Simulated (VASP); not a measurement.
Level of theory: PBE GGA with D4 dispersion, VASP's PBE PAW potentials (set 64) (plane waves; VASP).

Input for VASP

**KPOINTS**
```
K-points
0
gamma
 13 13 13
```

File POSCAR:
```
ZrC
1
    0.0000000000     2.2958372154     2.2958372154
    2.2958372154     0.0000000000     2.2958372154
    2.2958372154     2.2958372154     0.0000000000
Zr C
1 1
Direct
  0.0000000000   0.0000000000   0.0000000000
  0.5000000000   0.5000000000   0.5000000000
```

INCAR:
```
# general
SYSTEM   =  ZrC
PREC     =  Accurate
ENCUT    =  520   # plane-wave cut-off (eV)
LREAL    =  .FALSE.
LASPH    =  .TRUE.   # aspherical one-centre terms

# electronic loop
EDIFF    =  1E-7
NELM     =  100   # most electronic steps
ALGO     =  Normal   # blocked Davidson
LMAXMIX  =  4   # l cut-off of mixed one-centre charges

# smearing
ISMEAR   =  1
SIGMA    =  0.1   # width (eV)

# functional
GGA      =  PE
IVDW     =  13   # D4

# ions
ISIF     =  2   # forces and stress, cell fixed

# output
LWAVE    =  .FALSE.
LCHARG   =  .FALSE.
```

POTCAR, in this order: Zr_sv C (PBE.64 set). Program: vasp_std.

The run wrote:

OSZICAR:
```
       N       E                     dE             d eps       ncg     rms          rms(c)
DAV:   1     0.112222815826E+03    0.11222E+03   -0.90012E+03  2020   0.135E+03
DAV:   2    -0.168106861430E+02   -0.12903E+03   -0.12116E+03  2376   0.338E+02
DAV:   3    -0.225259113434E+02   -0.57152E+01   -0.56187E+01  2944   0.645E+01
DAV:   4    -0.227193663276E+02   -0.19345E+00   -0.19335E+00  2548   0.112E+01
DAV:   5    -0.227245588297E+02   -0.51925E-02   -0.51922E-02  2960   0.152E+00    0.244E+01
DAV:   6    -0.194427998254E+02    0.32818E+01   -0.15276E+01  2260   0.285E+01    0.967E+00
DAV:   7    -0.193536884325E+02    0.89111E-01   -0.60165E-01  2352   0.652E+00    0.695E+00
DAV:   8    -0.193520116729E+02    0.16768E-02   -0.11305E-01  2164   0.326E+00    0.162E+00
DAV:   9    -0.193480202938E+02    0.39914E-02   -0.27552E-02  2404   0.112E+00    0.479E-01
DAV:  10    -0.193483827970E+02   -0.36250E-03   -0.19596E-03  2292   0.564E-01    0.381E-01
DAV:  11    -0.193481988217E+02    0.18398E-03   -0.63846E-04  2240   0.200E-01    0.177E-02
DAV:  12    -0.193481967484E+02    0.20732E-05   -0.11473E-05  2772   0.369E-02    0.134E-02
DAV:  13    -0.193481962490E+02    0.49945E-06   -0.51017E-07  2364   0.627E-03    0.156E-03
DAV:  14    -0.193481962435E+02    0.54970E-08   -0.19061E-08  1200   0.127E-03
   1 F= -.19885281E+02 E0= -.19885239E+02  d E =-.123700E-03
```

File OUTCAR:
```
------------------------ aborting loop because EDIFF is reached ----------------------------------------
  Edisp (eV):   -0.53708
  FORCE on cell =-STRESS in cart. coord.  units (eV):
  Direction    XX          YY          ZZ          XY          YZ          ZX
  --------------------------------------------------------------------------------------
  Total       2.40975     2.40975     2.40975     0.00000    -0.00000     0.00000
  in kB     159.52524   159.52524   159.52524     0.00000    -0.00000     0.00000
  external pressure =      159.53 kB  Pullay stress =        0.00 kB
  volume of cell :       24.20
      direct lattice vectors                 reciprocal lattice vectors
     0.000000000  2.295837215  2.295837215    -0.217785476  0.217785476  0.217785476
     2.295837215  0.000000000  2.295837215     0.217785476 -0.217785476  0.217785476
     2.295837215  2.295837215  0.000000000     0.217785476  0.217785476 -0.217785476
 POSITION                                       TOTAL-FORCE (eV/Angst)
 -----------------------------------------------------------------------------------
      0.00000      0.00000      0.00000        -0.000000      0.000000     -0.000000
      2.29584      2.29584      2.29584         0.000000     -0.000000      0.000000
 -----------------------------------------------------------------------------------
    total drift:                                0.000000     -0.000000     -0.000000
  FREE ENERGIE OF THE ION-ELECTRON SYSTEM (eV)
  ---------------------------------------------------
  free  energy   TOTEN  =       -19.8852805983 eV

  energy  without entropy=      -19.8851568980  energy(sigma->0) =      -19.88523936
```
(Selected blocks of OUTCAR.)

The compound is ZrC in the rock salt structure. This cell is one point of a volume scan, at 0.94 of the reference volume.
